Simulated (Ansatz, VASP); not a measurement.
# Cross-check of SnPt between VASP and Ansatz

One calculation is typed for both programs; each brings its own data sets. How far apart do they land? The cell is generated by rule, not measured, and may not be a known phase. The cell is taken from a series of runs on this material, whose earlier steps may have relaxed, scaled, displaced or heated it; both programs get it as it stands.

Calculated with Ansatz 0.2.0; plane waves, with VASP 6.6.1 beside it; zone-centre phonons at LDA.

The structure was built from a prototype and need not be the compound's stable phase.

## Step 1: Starting point

Symmetry: Amm2, No. 38, orthorhombic system. The conventional cell has a = 2.988 Å, b = 3.973 Å, c = 6.713 Å, α = 90.00°, β = 90.00°, γ = 90.00°. Nearest to Pt lie 6 Sn at 2.71 Å and 2 Pt at 2.99 Å. Sn has 6 Pt at 2.71 Å and 2 Sn at 2.99 Å nearest. Farther neighbours are not listed.

As a file:

```cif
data_structure
_symmetry_space_group_name_H-M 'P 1'
_symmetry_Int_Tables_number 1
_cell_length_a 2.9877
_cell_length_b 3.9001
_cell_length_c 3.9001
_cell_angle_alpha 61.237
_cell_angle_beta 90.000
_cell_angle_gamma 90.000
_cell_volume 39.84
loop_
_atom_site_label
_atom_site_type_symbol
_atom_site_fract_x
_atom_site_fract_y
_atom_site_fract_z
_atom_site_occupancy
Pt1 Pt 0.00000 0.95622 0.95622 1
Sn2 Sn 0.50000 0.29378 0.29378 1
```

## Step 2: VASP: zone-centre phonons, LDA

Second derivatives magnify differences that forces hide, and they need a tight electronic threshold.

Lines of VASP's logs that name or quote its potential files are left out, and so is its time.

File INCAR:

```
SYSTEM = SnPt
PREC = Accurate
ENCUT = 500
EDIFF = 1E-08
NELM = 120
ISMEAR = 1
SIGMA = 0.15
LREAL = .FALSE.
ALGO = Normal
GGA = CA
NBANDS = 18
LASPH = .TRUE.
LORBIT = 11
LWAVE = .FALSE.
LCHARG = .FALSE.
ISIF = 2
IBRION = 8
GGA_COMPAT = .FALSE.
KPAR = 2
```

File POSCAR:

```
SnPt
1.0
    2.9876758696      0.0000000000      0.0000000000
    0.0000000000      1.9863981866      3.3563134248
    0.0000000000     -1.9863981866      3.3563134248
Pt Sn
1 1
Direct
    0.0000000000      0.9562204198      0.9562204198
    0.5000000000      0.2937795802      0.2937795802
```

File KPOINTS:

```
Automatic mesh
0
Gamma
12 12 12
0 0 0
```

The projector-augmented-wave data sets are Pt and Sn_d (LDA family, release 64).

Started as:

```bash
mpirun -np 2 vasp_std
```

Numbers of over 12 decimals in the logs are rounded to 6 here.

What it wrote:

```text
[banner, memory and clock lines left out]
running    2 mpi-ranks, on    1 nodes
 distrk:  each k-point on    1 cores,    2 groups
 distr:  one band on    1 cores,    1 groups

 POSCAR found type information on POSCAR PtSn
 POSCAR found :  2 types and       2 ions
 LDA part: xc-table for (Slater(with rela. corr.)+CA(PZ))
 , standard interpolation
 POSCAR, INCAR and KPOINTS ok, starting setup
 FFT: planning ... GRIDC
 FFT: planning ... GRID_SOFT
 FFT: planning ... GRID
 WAVECAR not read
 entering main loop
       N       E                     dE             d eps       ncg     rms          rms(c)
DAV:   1     0.178403145281E+03    0.17840E+03   -0.11997E+04 11120   0.192E+03
DAV:   2     0.161320457741E+01   -0.17679E+03   -0.17050E+03 11120   0.425E+02
DAV:   3    -0.126489211347E+02   -0.14262E+02   -0.14102E+02 12356   0.107E+02
DAV:   4    -0.129734102620E+02   -0.32449E+00   -0.32415E+00 12326   0.159E+01
DAV:   5    -0.129823638841E+02   -0.89536E-02   -0.89532E-02 12884   0.277E+00    0.850E+00
DAV:   6    -0.127123791307E+02    0.26998E+00   -0.11468E+00 11454   0.737E+00    0.410E+00
DAV:   7    -0.126580582461E+02    0.54321E-01   -0.89843E-02 14302   0.380E+00    0.234E+00
DAV:   8    -0.126406745624E+02    0.17384E-01   -0.29958E-02 13970   0.159E+00    0.220E-01
DAV:   9    -0.126401903255E+02    0.48424E-03   -0.18526E-03 13948   0.676E-01    0.942E-02
DAV:  10    -0.126401575777E+02    0.32748E-04   -0.16789E-04 14222   0.136E-01    0.222E-02
DAV:  11    -0.126401569412E+02    0.63648E-06   -0.69659E-06 12846   0.200E-02    0.312E-03
DAV:  12    -0.126401569232E+02    0.17961E-07   -0.34218E-07 11962   0.502E-03    0.104E-03
DAV:  13    -0.126401569292E+02   -0.59827E-08   -0.24175E-08 11332   0.135E-03
   1 F= -.12640157E+02 E0= -.12640337E+02  d E =0.539732E-03
 Linear response reoptimize wavefunctions to high precision
DAV:   1    -0.126401569292E+02    0.40473E-10   -0.15582E-09  7730   0.394E-04
DAV:   2    -0.126401569292E+02   -0.40927E-11   -0.21103E-10  5902   0.142E-04
 Linear response DOF=           6
 Linear response progress:
  Degree of freedom:   1/  6
       N       E                     dE             d eps       ncg     rms          rms(c)
RMM:   1    -0.243664868251E+00   -0.24366E+00   -0.22993E-01 31441   0.262E+00
RMM:   2    -0.244063238569E+00   -0.39837E-03   -0.67155E-03 30148   0.484E-01    0.909E-02
RMM:   3    -0.244107816542E+00   -0.44578E-04   -0.19042E-04 33492   0.111E-01    0.525E-02
RMM:   4    -0.244242098429E+00   -0.13428E-03   -0.14269E-04 33147   0.757E-02    0.833E-03
RMM:   5    -0.244240854786E+00    0.12436E-05   -0.32907E-06 33870   0.156E-02    0.561E-03
RMM:   6    -0.244231301033E+00    0.95538E-05   -0.94266E-07 33204   0.600E-03    0.579E-04
RMM:   7    -0.244226861826E+00    0.44392E-05   -0.24925E-08 34288   0.137E-03    0.297E-04
RMM:   8    -0.244224565051E+00    0.22968E-05   -0.22776E-08 35553   0.456E-04    0.128E-04
RMM:   9    -0.244223364769E+00    0.12003E-05   -0.12636E-08 35166   0.133E-04    0.468E-05
RMM:  10    -0.244223225637E+00    0.13913E-06   -0.10140E-08 35220   0.120E-04    0.928E-06
RMM:  11    -0.244223258647E+00   -0.33010E-07   -0.11303E-08 36165   0.620E-05    0.420E-06
RMM:  12    -0.244223288476E+00   -0.29829E-07   -0.17221E-08 33357   0.514E-05    0.422E-07
RMM:  13    -0.244223291187E+00   -0.27112E-08   -0.22641E-08 27426   0.469E-05    0.213E-07
 first order change of Fermi-energy   0.73387E-03
 force on displaced ion       1 direction 1 :  -4.413   0.000  -0.000
 Linear response progress:
  Degree of freedom:   2/  6
       N       E                     dE             d eps       ncg     rms          rms(c)
RMM:   1    -0.261534702287E+00   -0.26153E+00   -0.23537E-01 34765   0.285E+00
RMM:   2    -0.261131784763E+00    0.40292E-03   -0.59069E-03 32788   0.538E-01    0.126E-01
RMM:   3    -0.261292063919E+00   -0.16028E-03   -0.22368E-04 36601   0.132E-01    0.733E-02
RMM:   4    -0.261684678115E+00   -0.39261E-03   -0.29153E-04 36669   0.100E-01    0.123E-02
RMM:   5    -0.261667095544E+00    0.17583E-04   -0.53388E-06 36996   0.212E-02    0.102E-02
RMM:   6    -0.261603293910E+00    0.63802E-04   -0.77216E-06 36867   0.136E-02    0.213E-03
RMM:   7    -0.261605509202E+00   -0.22153E-05   -0.26014E-07 36741   0.344E-03    0.623E-04
RMM:   8    -0.261597567342E+00    0.79419E-05   -0.38780E-08 37730   0.967E-04    0.157E-04
RMM:   9    -0.261596110326E+00    0.14570E-05   -0.14122E-08 37824   0.336E-04    0.391E-05
RMM:  10    -0.261595692316E+00    0.41801E-06   -0.39253E-08 39066   0.121E-04    0.194E-05
RMM:  11    -0.261595840658E+00   -0.14834E-06   -0.11875E-08 38666   0.704E-05    0.892E-06
RMM:  12    -0.261595908887E+00   -0.68229E-07   -0.25994E-08 38928   0.597E-05    0.160E-06
RMM:  13    -0.261595911475E+00   -0.25878E-08   -0.11203E-08 35583   0.531E-05    0.472E-07
 first order change of Fermi-energy   0.76023E-04
 force on displaced ion       1 direction 2 :   0.000  -7.994   0.002
 Linear response progress:
  Degree of freedom:   3/  6
       N       E                     dE             d eps       ncg     rms          rms(c)
RMM:   1    -0.260913529872E+00   -0.26091E+00   -0.23492E-01 20187   0.286E+00
RMM:   2    -0.260739917921E+00    0.17361E-03   -0.55538E-03 19146   0.527E-01    0.128E-01
RMM:   3    -0.260881744057E+00   -0.14183E-03   -0.22233E-04 21200   0.130E-01    0.742E-02
RMM:   4    -0.261266413592E+00   -0.38467E-03   -0.30376E-04 21373   0.101E-01    0.127E-02
RMM:   5    -0.261246262138E+00    0.20151E-04   -0.62776E-06 21418   0.215E-02    0.976E-03
RMM:   6    -0.261190387315E+00    0.55875E-04   -0.76201E-06 21315   0.136E-02    0.241E-03
RMM:   7    -0.261196683839E+00   -0.62965E-05   -0.60429E-07 20838   0.434E-03    0.107E-03
RMM:   8    -0.261185919367E+00    0.10764E-04   -0.51483E-08 21793   0.110E-03    0.312E-04
RMM:   9    -0.261182153770E+00    0.37656E-05   -0.21590E-08 21875   0.406E-04    0.643E-05
RMM:  10    -0.261181246466E+00    0.90730E-06   -0.11269E-07 23441   0.179E-04    0.238E-05
RMM:  11    -0.261181466674E+00   -0.22021E-06    0.29241E-09 22148   0.909E-05    0.807E-06
RMM:  12    -0.261181483818E+00   -0.17144E-07    0.21176E-08 22517   0.725E-05    0.175E-06
RMM:  13    -0.261181496079E+00   -0.12262E-07    0.34277E-09 21538   0.658E-05    0.457E-07
RMM:  14    -0.261181499625E+00   -0.35452E-08   -0.21384E-08 16481   0.635E-05    0.240E-07
 first order change of Fermi-energy   0.70300E-01
 force on displaced ion       1 direction 3 :   0.000   0.000  -7.496
 Linear response progress:
  Degree of freedom:   4/  6
       N       E                     dE             d eps       ncg     rms          rms(c)
RMM:   1    -0.204968160393E+00   -0.20497E+00    0.10163E+00 20018   0.154E+01
RMM:   2    -0.210408453548E+00   -0.54403E-02   -0.14487E-02 31038   0.989E-01    0.620E-02
RMM:   3    -0.210416639671E+00   -0.81861E-05   -0.10985E-03 32386   0.243E-01    0.317E-02
RMM:   4    -0.210295652502E+00    0.12099E-03   -0.89705E-05 33926   0.729E-02    0.103E-02
RMM:   5    -0.210266764121E+00    0.28888E-04   -0.62547E-06 33951   0.199E-02    0.425E-03
RMM:   6    -0.210256447556E+00    0.10317E-04   -0.69865E-07 34122   0.727E-03    0.706E-04
RMM:   7    -0.210259955653E+00   -0.35081E-05   -0.25373E-06 33590   0.231E-03    0.596E-04
RMM:   8    -0.210260513147E+00   -0.55749E-06    0.78516E-07 34631   0.894E-04    0.124E-04
RMM:   9    -0.210260395384E+00    0.11776E-06    0.39243E-07 35969   0.399E-04    0.602E-05
RMM:  10    -0.210260255946E+00    0.13944E-06    0.27303E-07 35099   0.216E-04    0.110E-05
RMM:  11    -0.210260205290E+00    0.50655E-07    0.18730E-07 37345   0.132E-04    0.353E-06
RMM:  12    -0.210260187805E+00    0.17485E-07    0.12314E-07 36053   0.879E-05    0.218E-06
RMM:  13    -0.210260168987E+00    0.18818E-07    0.81051E-08 33109   0.660E-05    0.338E-07
RMM:  14    -0.210260163223E+00    0.57641E-08    0.52613E-08 25684   0.522E-05    0.355E-07
 first order change of Fermi-energy  -0.62871E-04
 force on displaced ion       2 direction 1 :  -4.418   0.000  -0.000
 Linear response progress:
  Degree of freedom:   5/  6
       N       E                     dE             d eps       ncg     rms          rms(c)
RMM:   1    -0.214019800906E+00   -0.21402E+00    0.12274E+00 21445   0.167E+01
RMM:   2    -0.221001162449E+00   -0.69814E-02   -0.14717E-02 34087   0.105E+00    0.971E-02
RMM:   3    -0.221093543138E+00   -0.92381E-04   -0.12207E-03 35341   0.261E-01    0.493E-02
RMM:   4    -0.221006401205E+00    0.87142E-04   -0.10350E-04 38016   0.800E-02    0.185E-02
RMM:   5    -0.220973256142E+00    0.33145E-04   -0.91777E-06 37562   0.229E-02    0.541E-03
RMM:   6    -0.220961822970E+00    0.11433E-04   -0.15283E-06 38095   0.795E-03    0.118E-03
RMM:   7    -0.220963468187E+00   -0.16452E-05   -0.75662E-07 38183   0.272E-03    0.663E-04
RMM:   8    -0.220963597696E+00   -0.12951E-06   -0.30804E-07 38475   0.107E-03    0.773E-05
RMM:   9    -0.220963232105E+00    0.36559E-06   -0.30432E-08 39301   0.500E-04    0.477E-05
RMM:  10    -0.220963005265E+00    0.22684E-06    0.54781E-08 39543   0.246E-04    0.330E-05
RMM:  11    -0.220962809265E+00    0.19600E-06    0.61472E-08 39364   0.144E-04    0.135E-05
RMM:  12    -0.220962798105E+00    0.11161E-07    0.21455E-08 40603   0.900E-05    0.838E-06
RMM:  13    -0.220962748216E+00    0.49888E-07    0.17757E-08 39263   0.640E-05    0.299E-06
RMM:  14    -0.220962725512E+00    0.22704E-07    0.81861E-09 39780   0.516E-05    0.511E-07
RMM:  15    -0.220962719328E+00    0.61838E-08    0.22857E-09 32039   0.447E-05    0.124E-07
 first order change of Fermi-energy   0.42597E-04
 force on displaced ion       2 direction 2 :   0.000  -8.014  -0.002
 Linear response progress:
  Degree of freedom:   6/  6
       N       E                     dE             d eps       ncg     rms          rms(c)
RMM:   1    -0.213548189684E+00   -0.21355E+00    0.12324E+00 12468   0.167E+01
RMM:   2    -0.220405794293E+00   -0.68576E-02   -0.14677E-02 19762   0.105E+00    0.966E-02
RMM:   3    -0.220519264759E+00   -0.11347E-03   -0.11986E-03 20461   0.260E-01    0.490E-02
RMM:   4    -0.220440594330E+00    0.78670E-04   -0.80322E-05 22002   0.787E-02    0.187E-02
RMM:   5    -0.220410523260E+00    0.30071E-04   -0.34791E-06 21823   0.227E-02    0.533E-03
RMM:   6    -0.220400057691E+00    0.10466E-04    0.12485E-06 22010   0.793E-03    0.130E-03
RMM:   7    -0.220400649322E+00   -0.59163E-06    0.95770E-07 22075   0.270E-03    0.971E-04
RMM:   8    -0.220401061088E+00   -0.41177E-06    0.44020E-07 21894   0.107E-03    0.118E-04
RMM:   9    -0.220401022144E+00    0.38944E-07    0.48471E-07 22662   0.504E-04    0.389E-05
RMM:  10    -0.220400938124E+00    0.84020E-07    0.28747E-07 23374   0.240E-04    0.318E-05
RMM:  11    -0.220400750695E+00    0.18743E-06    0.14027E-07 22490   0.141E-04    0.134E-05
RMM:  12    -0.220400782483E+00   -0.31788E-07    0.87213E-08 23153   0.893E-05    0.587E-06
RMM:  13    -0.220400756822E+00    0.25661E-07    0.44817E-08 22544   0.653E-05    0.286E-06
RMM:  14    -0.220400739177E+00    0.17645E-07    0.31004E-08 21546   0.540E-05    0.625E-07
RMM:  15    -0.220400736376E+00    0.28010E-08    0.10335E-08 16423   0.479E-05    0.321E-07
 first order change of Fermi-energy  -0.69622E-01
 force on displaced ion       2 direction 3 :   0.000   0.000  -7.528
 Linear response finished
```

Parts of OUTCAR (step 2):

```text
ion  position               nearest neighbor table
   1  0.000  0.956  0.956-   2 2.71   2 2.71   2 2.71   2 2.71   2 2.71   2 2.71
   2  0.500  0.294  0.294-   1 2.71   1 2.71   1 2.71   1 2.71   1 2.71   1 2.71

  LATTYP: Found a base centered orthorhombic cell.
 ALAT       =     3.9727963732
 B/A-ratio  =     1.6896478498
 C/A-ratio  =     0.7520334769

 Subroutine GETGRP returns: Found  4 space group operations
 (whereof  4 operations were pure point group operations)

The static configuration has the point symmetry C_2v.

 Found    301 irreducible k-points:

   k-points           NKPTS =    301   k-points in BZ     NKDIM =    301   number of bands    NBANDS=     18

   dimension x,y,z NGX =    24 NGY =   28 NGZ =   28
   dimension x,y,z NGXF=    48 NGYF=   56 NGZF=   56

   ENCUT  =  500.0 eV  36.75 Ry    6.06 a.u.   5.45  7.11  7.11*2*pi/ulx,y,z

   NELECT =      24.0000    total number of electrons

 k-points in reciprocal lattice and weights: Automatic mesh
   0.00000000  0.00000000  0.00000000       0.001
   0.08333333  0.00000000  0.00000000       0.001
   0.16666667  0.00000000  0.00000000       0.001
   0.25000000  0.00000000  0.00000000       0.001
   0.33333333  0.00000000  0.00000000       0.001
   0.41666667  0.00000000  0.00000000       0.001
   0.50000000  0.00000000  0.00000000       0.001
   0.00000000  0.08333333 -0.00000000       0.002
   0.08333333  0.08333333 -0.00000000       0.005
[...]
0.41666667  0.50000000  0.50000000       0.001
   0.50000000  0.50000000  0.50000000       0.001

 average (electrostatic) potential at core
       1 -64.4949       2 -97.2286

  Total        0.1129989      0.1051849      0.1047503      0.0000000      0.0000000      0.0000000
  in kB        4.5445666      4.2303032      4.2128281      0.0000000      0.0000000      0.0000000
  external PRESSURE =       4.3292326 kB  Pullay stress =       0.0000000 kB

  energy-cutoff  :      500.00
  volume of cell :       39.84
      direct lattice vectors                 reciprocal lattice vectors
     2.987675870  0.000000000  0.000000000     0.334708330  0.000000000  0.000000000
     0.000000000  1.986398187  3.356313425     0.000000000  0.251711869  0.148972976
     0.000000000 -1.986398187  3.356313425     0.000000000 -0.251711869  0.148972976

 POSITION                                       TOTAL-FORCE (eV/Angst)
 -----------------------------------------------------------------------------------
      0.00000      0.00000      6.41875         0.000000      0.000000     -0.001117
      1.49384      0.00000      1.97203         0.000000      0.000000      0.001117
 -----------------------------------------------------------------------------------
    total drift:                                0.000000     -0.000000      0.000312

 Eigenvectors and eigenvalues of the dynamical matrix
 ----------------------------------------------------

   1 f  =    5.149080 THz    32.352623 2PiTHz  171.754819 cm-1    21.294874 meV
             X         Y         Z           dx          dy          dz
      0.000000  0.000000  6.418751     0.000000   -0.614597   -0.000000
      1.493838  0.000000  1.972033    -0.000000    0.788841    0.000000

   2 f  =    4.989047 THz    31.347105 2PiTHz  166.416683 cm-1    20.633030 meV
             X         Y         Z           dx          dy          dz
      0.000000  0.000000  6.418751    -0.000000    0.000000   -0.614262
      1.493838  0.000000  1.972033     0.000000   -0.000000    0.789102

   3 f  =    3.824289 THz    24.028719 2PiTHz  127.564564 cm-1    15.815983 meV
             X         Y         Z           dx          dy          dz
      0.000000  0.000000  6.418751    -0.614851    0.000000   -0.000000
      1.493838  0.000000  1.972033     0.788643    0.000000   -0.000000

   4 f/i=    0.001058 THz     0.006646 2PiTHz    0.035282 cm-1     0.004374 meV
             X         Y         Z           dx          dy          dz
      0.000000  0.000000  6.418751     0.788643    0.000000    0.000000
      1.493838  0.000000  1.972033     0.614851    0.000000    0.000000

   5 f/i=    0.003084 THz     0.019378 2PiTHz    0.102876 cm-1     0.012755 meV
             X         Y         Z           dx          dy          dz
      0.000000  0.000000  6.418751     0.000000   -0.788841   -0.000000
      1.493838  0.000000  1.972033     0.000000   -0.614597   -0.000000

   6 f/i=    0.005109 THz     0.032100 2PiTHz    0.170411 cm-1     0.021128 meV
             X         Y         Z           dx          dy          dz
      0.000000  0.000000  6.418751     0.000000   -0.000000    0.789102
      1.493838  0.000000  1.972033     0.000000   -0.000000    0.614262

 ELASTIC MODULI CONTR FROM IONIC RELAXATION (kBar)
 Direction    XX          YY          ZZ          XY          YZ          ZX
 --------------------------------------------------------------------------------
 XX          -0.7239     16.4234    -17.2907      0.0000      0.0000      0.0000
 YY          16.4234   -372.5940    392.2695      0.0000      0.0000      0.0000
 ZZ         -17.2907    392.2695   -412.9840      0.0000      0.0000      0.0000
 XY           0.0000      0.0000      0.0000      0.0000      0.0000      0.0000
 YZ           0.0000      0.0000      0.0000      0.0000   -332.2735      0.0000
 ZX           0.0000      0.0000      0.0000      0.0000      0.0000     -0.0095
 --------------------------------------------------------------------------------
```

(Part 1 of 2 ends here.)

[Lines on the potential files, build, host, timing and source positions are cut from VASP's logs without a mark.]

[Logs are printed without paths, hosts, clocks, repeated set-up lines and the standing remarks that a program may print on its own settings, such as how far it seeks lower states.]

[Hosts, paths, dates, database ids (printed as entryN), source tags and the programs' standing remarks are cut or masked in the printed files.]
